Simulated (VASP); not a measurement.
Write the native input for VASP 6.6.1 that does the following.

| Property | Result |
| --- | --- |
| Task | single point |
| Functional | PBE |
| Potentials or basis | VASP PAW PBE potentials, release 64 (Pt, Se) |
| Cutoff | 520 eV |
| k mesh | 15 × 15 × 10 |
| Occupations | gaussian, width 0.1 eV |
| Spin | no spin polarisation |
| Dipole correction | no |
| Further INCAR settings | ALGO = Fast; EDIFF = 1e-07; NBANDS = 18 |

The structure of PtSe2 (Sudovikovite) lies in POSCAR:

```
PtSe2
1.0
    3.7518702220      0.0000000000      0.0000000000
   -1.8759351110      3.2492149240      0.0000000000
    0.0000000000      0.0000000000      6.4917555312
Pt Se
1 2
Direct
    0.0000000000      0.0000000000      0.0000000000
    0.3333333333      0.6666666667      0.2012529739
    0.6666666667      0.3333333333      0.7987470261
```

The cell isn't the ideal one: relaxed again under DFT PBE, scalar-relativistic, plane waves, PAW.

These files were run (other wordings do the same):

INCAR

```
SYSTEM = PtSe2
PREC = Accurate
ENCUT = 520
EDIFF = 1E-7
ISMEAR = 0
SIGMA = 0.1
LREAL = .False.
LASPH = .True.
NELM = 100
ALGO = Fast
ISIF = 2
LWAVE = .False.
LCHARG = .False.
GGA = PE
NBANDS = 18
```

KPOINTS

```
regular mesh
0
Gamma
  15 15 10
  0 0 0
```

Potentials or basis: VASP PAW PBE potentials, release 64 (Pt, Se).

The run is started by

```bash
$ cat potpaw_PBE.64/Pt/POTCAR potpaw_PBE.64/Se/POTCAR > POTCAR
$ mpirun -np 1 vasp_std > vasp.out
```

It gave:

| Item | Value |
| --- | --- |
| Pressure | 0.0 GPa |
| Band gap on the k mesh | 0.84 eV, indirect (least direct gap 1.09 eV) |

Caveat: spin-orbit coupling is left out, which moves the levels of the heavy elements; an odd mesh through Γ misses points on the zone boundary, where band edges often lie; this functional lacks dispersion, which binds the layers, so the pressure and a relaxed spacing across them are unreliable.

Wall time 4.5 min on 1 thread of Intel(R) Xeon(R) Platinum 8259CL CPU @ 2.50GHz (Skylake/Cascade Lake) (shared host), peak memory 0.45 GiB.
